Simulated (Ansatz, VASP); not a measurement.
**Cross-check of PtS2 (1T-PtS2 4 layers, AA) between VASP and Ansatz**

One calculation is typed for both programs; each brings its own data sets. How far apart do they land? Of the first pair: The structure shown is the start of the Ansatz relaxation below; VASP solves that cell, so the two are compared at the walk's first step.

Program: Ansatz 0.2.0. Level of theory: plane waves, with VASP 6.6.1 beside it; single point at PBE with D3(BJ). Results are calculated unless marked as measured.

**1. Set-up**

The cell holds 12 atoms: 8 S and 4 Pt. Its edges and angles: a = 3.570 Å, b = 3.570 Å, c = 65.156 Å, α = 90.0°, β = 90.0°, γ = 120.0°. Vacuum lies along c.

**2. Ansatz: relaxation, PBE with D3(BJ)**

Ansatz runs on its PAW soft_1 files.

The two programs are compared at the cell with which this relaxation starts, whose forces are those of its first step.

Contents of input.yaml:

```yaml
crystal:
  lattice:
    - [3.57, 0.0, 0.0]
    - [-1.785, 3.0917106915, 0.0]
    - [0.0, 0.0, 65.1563455755]
  atoms:
    - { symbol: S, position: [0.6666666667, 0.3333333333, 0.3691121684] }
    - { symbol: Pt, position: [0.0, 0.0, 0.3845679646] }
    - { symbol: S, position: [0.3333333333, 0.6666666667, 0.4000237608] }
    - { symbol: S, position: [0.6666666667, 0.3333333333, 0.4460668587] }
    - { symbol: Pt, position: [0.0, 0.0, 0.4615226549] }
    - { symbol: S, position: [0.3333333333, 0.6666666667, 0.476978451] }
    - { symbol: S, position: [0.6666666667, 0.3333333333, 0.523021549] }
    - { symbol: Pt, position: [0.0, 0.0, 0.5384773451] }
    - { symbol: S, position: [0.3333333333, 0.6666666667, 0.5539331413] }
    - { symbol: S, position: [0.6666666667, 0.3333333333, 0.5999762392] }
    - { symbol: Pt, position: [0.0, 0.0, 0.6154320354] }
    - { symbol: S, position: [0.3333333333, 0.6666666667, 0.6308878316] }
  periodic: [true, true, false]
kpoints:
  mp_grid: { grid: [12, 12, 1] }
hamiltonian:
  xc: pbe
  dispersion: d3bj
  pseudopotentials: { kind: paw, azcp: { folder: soft_1 } }
scf:
  occupations: { method: fermi_dirac, width: 0.05 }
  convergence: { dr2_threshold: 1.0e-09 }
relax:
  f_tol: 0.004
  max_steps: 90
  cell: {}
output:
  write_potential: true
  write_density: true
  volumetric_format: npy
```

Run with:

```
> ansatz run input.yaml --threads 4 --pin off --max-ram 8192MiB --backend cpu --events-out ev --progress --plain --runs-dir out
```

Numbers of over 12 decimals in the logs are rounded to 6 here.

Log:

```text
Warning: relax.cell: scf.convergence.dr2_threshold = 1e-9 eV is looser than the 1.63924161742e-10 eV advised for a relaxation that steers and ends on the stress (1e-10 eV for each atom of the cell: 12, times the square of relax.cell.stress_2d_tol = 0.05 N/m over 27.1 Å (the atoms' height at the walk's start and 5 Å past either face), 1.848e-2 GPa, over a crystal's default 0.05). What an SCF threshold leaves in a stress goes as its square root, and in the free energy as the threshold itself, and one threshold admits the most on a small cell: [figures from the program's tests cut] Set scf.convergence.dr2_threshold to 1.63924161742e-10 eV or tighter. [rest of the remark cut]
Engine: ansatz 0.2.0, aarch64-unknown-linux-gnu
Pseudopotentials: kind: paw
Pseudopotential: S, paw, valence charge 6, recommended cutoff 420 eV (normal), soft_1/S.paw.azcp
Pseudopotential: Pt, paw, valence charge 18, recommended cutoff 420 eV (normal), soft_1/Pt.paw.azcp
Functional definition: PBE
  parameter kappa = 0.804
  parameter beta = 0.066725
  exchange = pbe_x(kappa = kappa, mu = beta*pi^2/3)
  correlation = pbe_c(beta = beta)
Crystal: 12 atoms, lattice volume = 719.157 Å³
Basis set: ecut = 420 eV, 13831 PW (Γ), exchange–correlation on 48×48×900 points (8 copies of the dense FFT grid, shifted against one another)
Bands: 72, of which v1, the nominal top of the filled ones, is band 60 counted from 1 (59 counted from 0)
Symmetry: 12 space group operations
Space group: P-3m1 (ITA 164), of the structure as read, at distance tolerance 9.0e-5 Å
k-points: 19 of 144
Non-local potential: S, projectors of the file, l = 0: 2, l = 1: 2, l = 2: 1
Non-local potential: Pt, projectors of the file, l = 0: 3, l = 1: 2, l = 2: 2, l = 3: 1
PAW form: soft (Blöchl's): semilocal exchange-correlation on the pseudo side does not see the compensation charge
PAW one-centre angular grid: S, 110 points (default); XC on 64 Gauss nodes
PAW one-centre angular grid: Pt, 590 points (default); XC on 64 Gauss nodes
Initial density: superposition of atomic densities (neutral atoms: chi_scale 0, normalization atom)
Initial wavefunctions: pseudopotential atomic-orbital guess
Functional: x = pbe(κ = 0.804, μ = 0.219515), c = pbe(β = 0.066725)
SCF iter   1: F=—  HF=-57327.163898 eV  |F-HF|=—  |Δ(HF+E_count)|=         —  Δρ=5.65e-2  dr2=2.74e1  ethr=3.10e-3  ⟨swp⟩=20.7  Hψ=11445  notcnv=0
preconditioner: auto → Resta (q_TF=auto, 2.024 Å⁻¹)  ε∞=2.9  [insulator: Δε(μ)=1.477 eV  Ē_g=9.346 eV  σ=0.050 eV  W_gap=1.00  n_scr=40 (ndim 8)  ℏωp=13.0 eV  f_vac=0.684  D(μ)=0.00/eV (n_scr^D=0)  ε∞_Penn≈2.9  vacuum switching on, ρ_ref=6.3e-3 e/Å³]
SCF iter   2: F=—  HF=-57322.825532 eV  |F-HF|=—  |Δ(HF+E_count)|=    4.34e0  Δρ=2.53e-2  dr2=6.20e0  ethr=3.10e-3  ⟨swp⟩=5.0  Hψ=4382  notcnv=0  defer=73
SCF iter   3: F=—  HF=-57321.560104 eV  |F-HF|=—  |Δ(HF+E_count)|=    1.27e0  Δρ=1.12e-2  dr2=3.14e-1  ethr=3.10e-3  ⟨swp⟩=4.0  Hψ=3294  notcnv=0  defer=67
SCF iter   4: F=—  HF=-57321.556935 eV  |F-HF|=—  |Δ(HF+E_count)|=   3.17e-3  Δρ=1.51e-3  dr2=2.38e-2  ethr=2.61e-4  ⟨swp⟩=3.7  Hψ=3216  notcnv=0  defer=67
SCF iter   5: F=—  HF=-57321.555251 eV  |F-HF|=—  |Δ(HF+E_count)|=   1.68e-3  Δρ=5.84e-4  dr2=1.52e-2  ethr=1.99e-5  ⟨swp⟩=4.1  Hψ=3302  notcnv=0  defer=67
SCF iter   6: F=—  HF=-57321.553735 eV  |F-HF|=—  |Δ(HF+E_count)|=   1.52e-3  Δρ=2.19e-4  dr2=5.15e-4  ethr=1.27e-5  ⟨swp⟩=2.7  Hψ=1958  notcnv=0  defer=70
SCF iter   7: F=—  HF=-57321.553984 eV  |F-HF|=—  |Δ(HF+E_count)|=   2.49e-4  Δρ=9.47e-5  dr2=1.72e-4  ethr=4.29e-7  ⟨swp⟩=3.5  Hψ=3316  notcnv=0  defer=72
SCF iter   8: F=—  HF=-57321.553960 eV  |F-HF|=—  |Δ(HF+E_count)|=   2.43e-5  Δρ=3.85e-5  dr2=2.93e-5  ethr=1.43e-7  ⟨swp⟩=3.2  Hψ=2373  notcnv=0  defer=72
SCF iter   9: F=—  HF=-57321.553930 eV  |F-HF|=—  |Δ(HF+E_count)|=   3.07e-5  Δρ=2.00e-5  dr2=1.06e-5  ethr=2.44e-8  ⟨swp⟩=3.2  Hψ=2964  notcnv=0  defer=72
SCF iter  10: F=—  HF=-57321.554113 eV  |F-HF|=—  |Δ(HF+E_count)|=   1.84e-4  Δρ=9.87e-6  dr2=1.84e-6  ethr=8.81e-9  ⟨swp⟩=2.4  Hψ=2140  notcnv=0  defer=72
SCF iter  11: F=—  HF=-57321.554113 eV  |F-HF|=—  |Δ(HF+E_count)|=   8.23e-8  Δρ=2.77e-6  dr2=8.81e-8  ethr=1.54e-9  ⟨swp⟩=3.4  Hψ=2843  notcnv=0  defer=72
SCF iter  12: F=—  HF=-57321.554113 eV  |F-HF|=—  |Δ(HF+E_count)|=   3.82e-8  Δρ=6.88e-7  dr2=2.75e-9  ethr=7.34e-11  ⟨swp⟩=3.3  Hψ=3125  notcnv=0  defer=72
[...]
WARN: The output density's exchange-correlation potential varies sharply where the density is thin. Do not read a vacuum level from v_tot or v_xc, or from such a field of the output density. On a cell that repeats whose density bears no net charge and no dipole along the vacuum's axis use v_es (v_loc + v_h of the components); under efield.dipole_correction with no amplitude use v_es + v_field, which holds any externa [...]
SCF converged after 6 iterations
Free energy (F): -57324.200483 eV
Harris-Foulkes:  -57324.200482 eV  (|F-HF|=3.24e-7)
Internal energy: -57324.199728 eV  (E = F + TS)
E sigma→0 (E₀):  -57324.200105 eV
Entropy (-TS):   -0.000755 eV (-0.063 meV/atom)
Fermi energy:    -5.109200 eV
--- Per-component energies (eV) ---
  E_band       = -3245.977888
  E_kinetic    = 3225.467061
  E_local      = -1206294.032635  (includes V_loc(G=0)·N_el)
  E_nonlocal   = 1088.108708
  E_hartree    = 600913.340886
  E_xc         = -1639.512148
  E_vxc        = -1746.225065  (∫ρ·V_xc dr)
  E_paw        = -42801.810880  (= ΣΔE_a)
  E_vpaw       = -1345.983456  (= ΣTr[D̂ρ^β])
  E_aug_tail   = 0.004445  (compensation charges beyond the density's cutoff)
  E_ewald      = 588189.062389
  E_disp       = -4.827554  (pairwise vdW)
  E_smearing   = -0.000755  (= −TS)
  E_closure    = -0.000000  (closes the sum)
  Σ components = -57324.200483   (vs F -57324.200483, Δ=0.00e0)
--- Forces (eV/Å), atoms counted from 1 ---
  atom   1  S      0.00000000    -0.00000000     0.00008992
  atom   2  Pt     0.00000000     0.00000000    -0.00023771
  atom   3  S     -0.00000000     0.00000000     0.00021076
  atom   4  S      0.00000000    -0.00000000    -0.00104211
  atom   5  Pt     0.00000000     0.00000000    -0.00050544
  atom   6  S     -0.00000000     0.00000000    -0.00049396
  atom   7  S      0.00000000    -0.00000000     0.00049396
  atom   8  Pt    -0.00000000    -0.00000000     0.00050544
  atom   9  S     -0.00000000     0.00000000     0.00104211
  atom  10  S      0.00000000    -0.00000000    -0.00021076
  atom  11  Pt     0.00000000    -0.00000000     0.00023771
  atom  12  S     -0.00000000     0.00000000    -0.00008992
  max |Σ_I F_I| component: 2.08e-17 eV/Å
--- 2D stress c σ (N/m, compression-positive) ---
       -0.015465       0.000000       0.000000
       -0.000000      -0.015465       0.000000
        0.000000       0.000000      -0.000000
  P = ½ c Tr σ = -0.0155 N/m
--- Band table (eV; the first three rows and the last of 19) ---
  k-point 0: bands = [... 56 lower, -6.6486, -6.3789, -5.8528, -5.2937, -3.7416, -3.7416, -3.4325, -3.4325, ... 8 higher]
  k-point 1: bands = [... 56 lower, -6.5902, -5.8661, -5.5950, -5.3539, -3.9913, -3.8881, -3.7972, -3.5516, ... 8 higher]
  k-point 2: bands = [... 56 lower, -6.5591, -6.0716, -5.7032, -5.4328, -4.2917, -4.1594, -4.1414, -4.0911, ... 8 higher]
  k-point 18: bands = [... 56 lower, -7.1401, -7.1401, -6.9636, -6.9636, -4.7659, -4.7659, -4.3400, -4.3400, ... 8 higher]
  the weakly bound empty levels are not read free of the cell's end (no_gap_told)
--- Relaxed structure (7 steps of the walk, 7 accepted, 1 SCFs on fresh bases) ---
  F+E_penalty+E_count = -57324.20048255 eV   max|allowed force component| = 1.042e-3 eV/Å   (the final SCF, on the basis selected at the relaxed cell)
  cell:  # Å, volume = 719.9113 Å³
    - [3.571871, 0.0, 0]
    - [-1.785936, 3.093331, 0]
    - [0, 0, 65.1563455755]
  atoms:
    - { symbol: S, position: [0.666667, 0.333333, 0.372877] }
    - { symbol: Pt, position: [0, 0, 0.391837] }
    - { symbol: S, position: [0.333333, 0.666667, 0.410300] }
    - { symbol: S, position: [0.666667, 0.333333, 0.445408] }
    - { symbol: Pt, position: [0, 0, 0.464026] }
    - { symbol: S, position: [0.333333, 0.666667, 0.482630] }
    - { symbol: S, position: [0.666667, 0.333333, 0.517370] }
    - { symbol: Pt, position: [0, 0, 0.535974] }
    - { symbol: S, position: [0.333333, 0.666667, 0.554592] }
    - { symbol: S, position: [0.666667, 0.333333, 0.589700] }
    - { symbol: Pt, position: [0, 0, 0.608163] }
    - { symbol: S, position: [0.333333, 0.666667, 0.627123] }
```

(Continued in part 2 of 2.)

[Lines on the potential files, build, host, timing and source positions are cut from VASP's logs without a mark.]

[Logs are printed without paths, hosts, clocks, repeated set-up lines and the standing remarks that a program may print on its own settings, such as how far it seeks lower states.]

[Hosts, paths, dates, database ids (printed as entryN), source tags and the programs' standing remarks are cut or masked in the printed files.]
